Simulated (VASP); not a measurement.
These are PBE GGA + U (Dudarev), VASP's PBE PAW potentials (set 64) (plane waves; VASP) values and carry that method's errors.

VASP ran on this input.

**KPOINTS**
```
Automatic
0
Gamma
11 11 11
```

### POSCAR
```
TiCo
1
    2.9900000000     0.0000000000     0.0000000000
    0.0000000000     2.9900000000     0.0000000000
    0.0000000000     0.0000000000     2.9900000000
Ti Co
1 1
Direct
  0.0000000000   0.0000000000   0.0000000000
  0.5000000000   0.5000000000   0.5000000000
```

### INCAR
```
! general
SYSTEM    = TiCo
PREC      = Accurate
ENCUT     = 400   ! plane-wave cut-off (eV)
LREAL     = .FALSE.   ! projection in real space or not
LASPH     = .TRUE.   ! aspherical one-centre terms

! electronic loop
EDIFF     = 1E-6   ! SCF stop (eV)
NELM      = 100   ! most electronic steps
ALGO      = Normal
LMAXMIX   = 4   ! l cut-off of mixed one-centre charges

! smearing
ISMEAR    = 1   ! Methfessel-Paxton
SIGMA     = 0.1   ! width (eV)

! functional
GGA       = PE   ! PBE

! DFT+U
LDAU      = .TRUE.
LDAUTYPE  = 2   ! Dudarev
LDAUL     = 2 2
LDAUU     = 3.0 3.0
LDAUJ     = 0 0
LDAUPRINT = 1

! ions
ISIF      = 2   ! forces and stress, cell fixed

! output
LWAVE     = .FALSE.
LCHARG    = .FALSE.
LORBIT    = 10
```

POTCAR, in this order: Ti_sv Co (PBE.64 set). Program: vasp_std.

The resulting files:

OUTCAR:
```
 ion  position               nearest neighbor table
   1  0.000  0.000  0.000-   2 2.59   2 2.59   2 2.59   2 2.59   2 2.59   2 2.59   2 2.59   2 2.59
  LATTYP: Found a simple cubic cell.
 ALAT       =     2.9900000000
 Subroutine PRICEL returns:
 Original cell was already a primitive cell.
 Subroutine GETGRP returns: Found 48 space group operations
The static configuration has the point symmetry O_h .
The dynamic configuration has the point symmetry O_h .
 Subroutine INISYM returns: Found 48 space group operations
 Subroutine IBZKPT returns following result:
 Found     56 irreducible k-points:

 Following reciprocal coordinates:
            Coordinates               Weight
  0.000000  0.000000  0.000000      1.000000
  0.090909  0.000000  0.000000      6.000000
  0.181818  0.000000  0.000000      6.000000
  0.272727  0.000000  0.000000      6.000000
  0.363636  0.000000  0.000000      6.000000
  0.454545  0.000000  0.000000      6.000000
  0.090909  0.090909  0.000000     12.000000
  0.181818  0.090909  0.000000     24.000000
  0.272727  0.090909  0.000000     24.000000
  0.363636  0.090909  0.000000     24.000000
...
```

### OSZICAR
```
       N       E                     dE             d eps       ncg     rms          rms(c)
DAV:   1     0.141586378745E+03    0.14159E+03   -0.90278E+03  1568   0.159E+03
DAV:   2    -0.570119877728E+01   -0.14729E+03   -0.14460E+03  1616   0.381E+02
DAV:   3    -0.132810748752E+02   -0.75799E+01   -0.75390E+01  2322   0.102E+02
DAV:   4    -0.135015191207E+02   -0.22044E+00   -0.22027E+00  1978   0.143E+01
DAV:   5    -0.135082166403E+02   -0.66975E-02   -0.66973E-02  2254   0.218E+00    0.117E+01
DAV:   6    -0.128003128577E+02    0.70790E+00   -0.25858E+01  2370   0.507E+01    0.204E+01
DAV:   7    -0.119335225287E+02    0.86679E+00   -0.43577E+01  2262   0.708E+01    0.101E+01
DAV:   8    -0.106680293546E+02    0.12655E+01   -0.47162E+00  2286   0.272E+01    0.216E+00
DAV:   9    -0.106738156379E+02   -0.57863E-02   -0.12773E+00  2282   0.964E+00    0.287E+00
DAV:  10    -0.106270971053E+02    0.46719E-01   -0.50447E-01  2354   0.839E+00    0.608E-01
DAV:  11    -0.106252703311E+02    0.18268E-02   -0.37511E-02  2422   0.218E+00    0.268E-01
DAV:  12    -0.106245777976E+02    0.69253E-03   -0.20944E-03  2406   0.487E-01    0.932E-02
DAV:  13    -0.106245515657E+02    0.26232E-04   -0.22608E-04  2272   0.132E-01    0.211E-02
DAV:  14    -0.106245485085E+02    0.30572E-05   -0.17363E-05  1880   0.511E-02    0.114E-02
DAV:  15    -0.106245485701E+02   -0.61688E-07   -0.55836E-06  2132   0.207E-02
   1 F= -.10624549E+02 E0= -.10624477E+02  d E =-.213686E-03
```

**OUTCAR**
```
------------------------ aborting loop because EDIFF is reached ----------------------------------------
  FORCE on cell =-STRESS in cart. coord.  units (eV):
  Direction    XX          YY          ZZ          XY          YZ          ZX
  --------------------------------------------------------------------------------------
  Total       -0.3025566     -0.3025566     -0.3025566      0.0000000      0.0000000      0.0000000
  in kB      -18.1344179    -18.1344179    -18.1344179      0.0000000      0.0000000      0.0000000
  external PRESSURE =     -18.1344179 kB  Pullay stress =       0.0000000 kB
  volume of cell :       26.73
      direct lattice vectors                 reciprocal lattice vectors
     2.990000000  0.000000000  0.000000000     0.334448161  0.000000000  0.000000000
     0.000000000  2.990000000  0.000000000     0.000000000  0.334448161  0.000000000
     0.000000000  0.000000000  2.990000000     0.000000000  0.000000000  0.334448161
 POSITION                                       TOTAL-FORCE (eV/Angst)
 -----------------------------------------------------------------------------------
      0.00000      0.00000      0.00000         0.000000      0.000000      0.000000
      1.49500      1.49500      1.49500         0.000000      0.000000      0.000000
 -----------------------------------------------------------------------------------
    total drift:                               -0.000000      0.000000      0.000000
  FREE ENERGIE OF THE ION-ELECTRON SYSTEM (eV)
  ---------------------------------------------------
  free  energy   TOTEN  =       -10.6245485701 eV

  energy  without entropy=      -10.6243348843  energy(sigma->0) =      -10.62447734

 total charge

# of ion       s       p       d       tot
------------------------------------------
    1        2.256   6.195   1.702  10.152
    2        0.510   0.447   7.471   8.428
--------------------------------------------------
tot          2.766   6.641   9.173  18.580
```
(Selected blocks of OUTCAR.)

The compound is TiCo in the CsCl type structure. The cell was not relaxed at this level. The run is one of a series of settings (LDAU = .TRUE., LDAUJ = 0 0, LDAUL = 2 2, LDAUTYPE = 2, LDAUU = 3.0 3.0 against the base run), some of them coarse on purpose. The run is not spin-polarised, so no magnetic state was tried. The electron count is odd and the run is not spin-polarised, which forces a metal.
